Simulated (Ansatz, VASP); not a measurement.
# Cross-check of NaCl between VASP and Ansatz, part 2 of 2

Wanted: the spread between two codes on one cell, functional and k mesh. The cell is taken from a series of runs on this material, whose earlier steps may have relaxed, scaled, displaced or heated it; both programs get it as it stands.

VASP 6.6.1 and Ansatz 0.2.0.

So far: The structure; VASP: dielectric response, PBE.

## Step 3: Ansatz: dielectric response, PBE

Level of this step: Ansatz beside VASP: Kohn-Sham DFT, plane waves, PBE (Ansatz).

Ansatz runs on its default PAW (the set named soft_2) files.

The same cell, functional and mesh now go to Ansatz, which takes its cutoff from its data sets.

Input file input.yaml:

```yaml
crystal:
  lattice:
    - [0.0, 2.81, 2.81]
    - [2.81, 0.0, 2.81]
    - [2.81, 2.81, 0.0]
  atoms:
    - { symbol: Na, position: [0.0, 0.0, 0.0] }
    - { symbol: Cl, position: [0.5, 0.5, 0.5] }
kpoints:
  mp_grid: { grid: [6, 6, 6] }
hamiltonian:
  xc: pbe
scf:
  occupations: { method: fixed }
dielectric: {}
```

The run is started by

```sh
ansatz run input.yaml --threads 4 --pin off --max-ram 14745MiB --backend cpu --events-out ev --progress --plain --runs-dir out
```

Numbers of over 12 decimals in the logs are rounded to 6 here.

Output:

```text
Engine: ansatz 0.2.0, aarch64-unknown-linux-gnu
Pseudopotentials: kind: paw
Pseudopotential: Na, paw, valence charge 9, recommended cutoff 420 eV (normal), Na.paw.azcp
Pseudopotential: Cl, paw, valence charge 7, recommended cutoff 420 eV (normal), Cl.paw.azcp
Functional definition: PBE
  parameter kappa = 0.804
  parameter beta = 0.066725
  exchange = pbe_x(kappa = kappa, mu = beta*pi^2/3)
  correlation = pbe_c(beta = beta)
Crystal: 2 atoms, lattice volume = 44.376 Å³
Basis set: ecut = 420 eV, 893 PW (Γ), exchange–correlation on 54×54×54 points (8 copies of the dense FFT grid, shifted against one another)
Bands: 12, of which v1, the nominal top of the filled ones, is band 8 counted from 1 (7 counted from 0)
Symmetry: 48 space group operations
k-points: 30 of 216 (irreducible under 8 space group operations, time reversal used)
Non-local potential: Na, projectors of the file, l = 0: 3, l = 1: 2, l = 2: 1
Non-local potential: Cl, projectors of the file, l = 0: 2, l = 1: 2, l = 2: 2
PAW form: soft (Blöchl's): semilocal exchange-correlation on the pseudo side does not see the compensation charge
PAW one-centre angular grid: Na, 110 points (default); XC on 64 Gauss nodes
PAW one-centre angular grid: Cl, 110 points (default); XC on 64 Gauss nodes
Initial density: superposition of atomic densities (neutral atoms: chi_scale 0, normalization atom), corrected by the library's trained network
Initial wavefunctions: pseudopotential atomic-orbital guess
Functional: x = pbe(κ = 0.804, μ = 0.219515), c = pbe(β = 0.066725)
SCF iter   1: F=—  HF=-2569.549408 eV  |F-HF|=—  |Δ(HF+E_count)|=         —  Δρ=9.61e-4  dr2=5.53e-4  ethr=1.77e-3  ⟨swp⟩=5.0  Hψ=1825  notcnv=0  defer=49
preconditioner: auto → none  [insulator: Δε(μ)=5.147 eV  Ē_g=20.974 eV  n_scr=14 (ndim 8)  ℏωp=20.9 eV  f_vac=0.032  ε∞_Penn≈2.0]
SCF iter   2: F=—  HF=-2569.549534 eV  |F-HF|=—  |Δ(HF+E_count)|=   1.26e-4  Δρ=1.06e-3  dr2=7.49e-4  ethr=3.45e-6  ⟨swp⟩=2.0  Hψ=872  notcnv=0  defer=58
SCF iter   3: F=—  HF=-2569.549334 eV  |F-HF|=—  |Δ(HF+E_count)|=   2.01e-4  Δρ=5.30e-4  dr2=1.92e-4  ethr=3.45e-6  ⟨swp⟩=2.0  Hψ=424  notcnv=0  defer=58
SCF iter   4: F=—  HF=-2569.549276 eV  |F-HF|=—  |Δ(HF+E_count)|=   5.79e-5  Δρ=2.02e-4  dr2=2.85e-5  ethr=1.20e-6  ⟨swp⟩=2.3  Hψ=442  notcnv=0  defer=15
SCF iter   5: F=—  HF=-2569.549268 eV  |F-HF|=—  |Δ(HF+E_count)|=   7.91e-6  Δρ=4.38e-5  dr2=1.26e-6  ethr=1.78e-7  ⟨swp⟩=2.0  Hψ=460  notcnv=0
SCF iter   6: F=—  HF=-2569.549270 eV  |F-HF|=—  |Δ(HF+E_count)|=   1.67e-6  Δρ=2.72e-5  dr2=5.28e-7  ethr=7.89e-9  ⟨swp⟩=1.1  Hψ=367  notcnv=0
SCF iter   7: F=—  HF=-2569.549270 eV  |F-HF|=—  |Δ(HF+E_count)|=   1.35e-7  Δρ=1.29e-5  dr2=1.16e-7  ethr=3.30e-9  ⟨swp⟩=2.0  Hψ=472  notcnv=0
SCF iter   8: F=—  HF=-2569.549269 eV  |F-HF|=—  |Δ(HF+E_count)|=   3.56e-8  Δρ=3.54e-6  dr2=8.61e-9  ethr=7.24e-10  ⟨swp⟩=2.0  Hψ=443  notcnv=0
SCF iter   9: F=—  HF=-2569.549269 eV  |F-HF|=—  |Δ(HF+E_count)|=   2.78e-9  Δρ=6.00e-7  dr2=2.45e-10  ethr=5.38e-11  ⟨swp⟩=2.0  Hψ=473  notcnv=0
SCF iter  10: F=-2569.549269 eV  HF=-2569.549269 eV  |F-HF|=0.00e0  |Δ(HF+E_count)|=  8.69e-11  Δρ=1.55e-8  dr2=4.15e-14  ethr=1.00e-12  ⟨swp⟩=4.0  Hψ=1241  notcnv=0
SCF 1 converged in 10 iterations: F = -2569.549269 eV  dr2 = 4.15e-14
  greatest PAW one-centre occupation: 0.999 electrons in one spin orbital (limit 2), on the Na atom at site 0 (counted from 0), in its partial waves of l = 0
NSCF: frozen V_eff on 2 k-points
DFPT response loops at Γ: preconditioner auto → none (the input reference at scf.mixing.eps_inf says where Resta's filter doesn't serve); β = 0.50; Broyden in place of MSR1
── the response to a field inside a basis, on 6×6×6 k-points: an SCF that follows is theirs, and a resumed run solves both again ──
Bands: 9, of which v1, the nominal top of the filled ones, is band 8 counted from 1 (7 counted from 0)
k-points: 28 of 216 (irreducible under 12 space group operations)
Initial density: handed on by an earlier stage of this run
Initial wavefunctions: pseudopotential atomic-orbital guess (no wavefunctions were taken with the density)
Eigensolver: Dense (28 Hₖ)
SCF iter   1: F=—  HF=-2569.547968 eV  |F-HF|=—  |Δ(HF+E_count)|=         —  Δρ=1.17e-4  dr2=8.31e-7  ethr=1.00e-1
preconditioner: auto → none  [insulator: Δε(μ)=5.404 eV  Ē_g=18.871 eV  n_scr=14 (ndim 8)  ℏωp=20.9 eV  f_vac=0.031  ε∞_Penn≈2.2]
SCF iter   2: F=—  HF=-2569.547970 eV  |F-HF|=—  |Δ(HF+E_count)|=   1.70e-6  Δρ=5.41e-5  dr2=1.64e-7  ethr=5.19e-9
SCF iter   3: F=-2569.547971 eV  HF=-2569.547971 eV  |F-HF|=2.72e-8  |Δ(HF+E_count)|=   6.39e-7  Δρ=1.14e-5  dr2=7.43e-9  ethr=1.03e-9
SCF 1 converged in 3 iterations: F = -2569.547971 eV  dr2 = 7.43e-9
DFPT response loops at Γ: mixed as the last ones told, above
SCF converged after 10 iterations
Free energy (F): -2569.549269 eV
Harris-Foulkes:  -2569.549269 eV  (|F-HF|=0.00e0)
Internal energy: -2569.549269 eV  (E = F + TS)
E sigma→0 (E₀):  -2569.549269 eV
Fermi energy:    1.186340 eV
--- Per-component energies (eV) ---
  E_band       = -233.298827
  E_kinetic    = 283.218316
  E_local      = -1524.500187  (includes V_loc(G=0)·N_el)
  E_nonlocal   = 143.599776
  E_hartree    = 537.304593
  E_xc         = -147.141725
  E_vxc        = -173.453182  (∫ρ·V_xc dr)
  E_paw        = -922.544953  (= ΣΔE_a)
  E_vpaw       = -36.772795  (= ΣTr[D̂ρ^β])
  E_aug_tail   = 0.000067  (compensation charges beyond the density's cutoff)
  E_ewald      = -939.485157
  E_smearing   = -0.000000  (= −TS)
  E_closure    = 0.000000  (closes the sum)
  Σ components = -2569.549269   (vs F -2569.549269, Δ=0.00e0)
--- Band table (eV; the first three rows and the last of 30) ---
  k-point 0: bands = [... 4 lower, -11.4939, 1.1863, 1.1863, 1.1863, 6.3353, 12.2295, 12.2295, 12.2295]
  k-point 1: bands = [... 4 lower, -11.4114, 0.5770, 1.1160, 1.1160, 7.1537, 11.4754, 12.5107, 12.5107]
  k-point 2: bands = [... 4 lower, -11.2393, -0.3670, 0.9818, 0.9818, 8.2611, 11.2981, 12.3255, 12.3255]
  k-point 29: bands = [... 4 lower, -11.0876, -0.2712, 0.2613, 0.4601, 9.5844, 10.0589, 11.7199, 13.2576]
--- Dielectric response (ions clamped): 3 representative field directions + reference, inside a basis on a mesh of 216 k-points (Σ response iterations 12) ---
  ε∞ (high-frequency dielectric tensor):
        2.513367    -0.000000     0.000000
       -0.000000     2.513367    -0.000000
        0.000000    -0.000000     2.513367
  Born effective charges Z* (e; rows j = field, columns β = displacement):
    site 0:
         1.09530   -0.00000    0.00000
        -0.00000    1.09530    0.00000
         0.00000    0.00000    1.09530
    site 1:
        -1.09530    0.00000   -0.00000
         0.00000   -1.09530    0.00000
        -0.00000   -0.00000   -1.09530
  Z* charge neutrality: 1.102e-4 e pre-enforcement
  solved inside a basis spanned on kpoints, on 6×6×6 k-points, its susceptibility summed on 10×10×10: ε∞ is read to err by 4.7e-3, Z* by 9.4e-3 e (field_mesh: kpoints solves on kpoints); Z* is corrected for what the basis lacks
```

## Step 4: Differences

Known differences besides the potentials themselves: fixed occupations in Ansatz, narrow Gaussian smearing in VASP; VASP's response is taken on the typed mesh, Ansatz refines its own for the field response alone; the data sets hold 16 valence electrons in Ansatz (on its default PAW (the set named soft_2) files) and 14 in VASP; the cutoff is 420 eV in Ansatz and 400 eV in VASP. Total energies have different zeros and are not compared.

Both answers:

```
quantity  Ansatz  VASP  difference
   ε∞ xx    2.51  2.51     -0.04 %
   ε∞ yy    2.51  2.51     -0.04 %
   ε∞ zz    2.51  2.51     -0.04 %
```

## Step 5: What came out

| Item | Value |
| --- | --- |
| difference in ε∞ xx (dielectric response, PBE) | -0.043 % |

**Reading.** The difference in ε∞ xx is -0.043 % (dielectric response, PBE), within the 5 % picked in this series as the mark of a large difference. The data sets hold unlike numbers of valence electrons (16 in Ansatz and 14 in VASP), so part of the differences comes from the potentials. How closely two codes agree says nothing of how well the functional describes the real material.

[Lines on the potential files, build, host, timing and source positions are cut from VASP's logs without a mark.]

[Logs are printed without paths, hosts, clocks, repeated set-up lines and the standing remarks that a program may print on its own settings, such as how far it seeks lower states.]

[Hosts, paths, dates, database ids (printed as entryN), source tags and the programs' standing remarks are cut or masked in the printed files.]
